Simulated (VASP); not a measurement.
Wanted: the native input for a VASP 6.6.1 run.

| Property | Result |
| --- | --- |
| Task | dielectric tensor |
| Functional | PBE |
| Dispersion | D3(BJ) |
| Potentials or basis | VASP PAW PBE potentials, release 64 (Si, C) |
| Cutoff | 520 eV |
| k mesh | 12 × 12 × 6 |
| Occupations | gaussian, width 0.02 eV |
| Spin | no spin polarisation |
| Further INCAR settings | ALGO = Fast; EDIFF = 1e-07 |

The structure of SiC lies in POSCAR:

```
SiC                                     
1.0
    3.0697818762      0.0000000000      0.0000000000
   -1.5348909381      2.6585090869      0.0000000000
    0.0000000000      0.0000000000      5.0376998455
  Si              C             
     2     2
Direct
     0.3333333300000021    0.6666666699999979    0.0046027358413241
     0.6666666699999979    0.3333333300000021    0.5046027358413241
     0.3333333300000021    0.6666666699999979    0.3803972641586739
     0.6666666699999979    0.3333333300000021    0.8803972641586739
```

The input as run:

INCAR

```
SYSTEM = SiC
PREC = Accurate
ENCUT = 520
EDIFF = 1E-7
ISMEAR = 0
SIGMA = 0.02
LREAL = .FALSE.
LASPH = .TRUE.
NELM = 80
ALGO = Fast
ISIF = 2
LWAVE = .FALSE.
LCHARG = .FALSE.
GGA = PE
IVDW = 12
LEPSILON = .TRUE.
KPAR = 4
```

KPOINTS

```
regular mesh
0
G
  12 12 6
  0 0 0
```

Potentials or basis: VASP PAW PBE potentials, release 64 (Si, C).

Command:

```bash
$ cat potpaw_PBE.64/Si/POTCAR potpaw_PBE.64/C/POTCAR > POTCAR
$ mpirun -np 4 vasp_std > vasp.out
```

Results of the run:

```json
{
 "Band gap on the k mesh": "2.26 eV, indirect (least direct gap 3.98 eV)",
 "Electronic dielectric tensor (diagonal)": "6.90, 6.90, 7.27",
 "Born charges (mean of the diagonal)": "Si +2.73; C -2.73 e",
 "Dispersion energy per atom": "-0.303 eV"
}
```

Run time: 93 s on 4 MPI ranks on Intel(R) Xeon(R) Platinum 8259CL CPU @ 2.50GHz (Skylake/Cascade Lake), with other jobs on the host, peak memory 0.41 GiB a rank.
